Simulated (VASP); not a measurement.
LiY3, 4 atoms in the cell. The structure is tetragonal, space group I4/mmm (No. 139). The conventional cell has a = 4.734 Å, b = 4.734 Å, c = 10.653 Å, α = 90.00°, β = 90.00°, γ = 90.00°. Y (site symmetry 4/mmm) has 4 Li at 3.35 Å and 8 Y at 3.56 Å as nearest neighbours. Y (site symmetry -4m2) is surrounded by 8 Y at 3.35 to 3.56 Å and 4 Li at 3.56 Å. Li (site symmetry 4/mmm) is surrounded by 12 Y at 3.35 to 3.56 Å. The cell comes from a database or a generator and needn't be the stable form of this composition.

| Property | Result |
| --- | --- |
| Program | VASP 6.6.1 |
| Task | relaxation of cell and atoms |
| Functional | RPBE |
| Potentials or basis | VASP PAW PBE potentials, release 64 (Y_sv, Li_sv) |
| Cutoff | 600 eV |
| k mesh | 6 × 6 × 6 |
| Occupations | fermi-dirac, width 0.05 eV |
| Spin | no spin polarisation |
| Further INCAR settings | ALGO = Normal; EDIFF = 1e-06; IBRION = 2; EDIFFG = -0.005; NSW = 40; ISIF = 3 |

Potentials or basis: VASP PAW PBE potentials, release 64 (Y_sv, Li_sv).

Command:

```console
$ cat potpaw_PBE.64/Y_sv/POTCAR potpaw_PBE.64/Li_sv/POTCAR > POTCAR
$ mpirun -np 1 vasp_std > vasp.out
```

Hardware: 1 thread of Intel(R) Xeon(R) 6975P-C (Granite Rapids), with other jobs on the host.

Q: How long does it take, and how much memory?

A: Run time: 5.2 min on 1 thread of Intel(R) Xeon(R) 6975P-C (Granite Rapids) (shared host), peak memory 0.44 GiB. Counts: scf iterations 51, k points 30, ion steps 6.
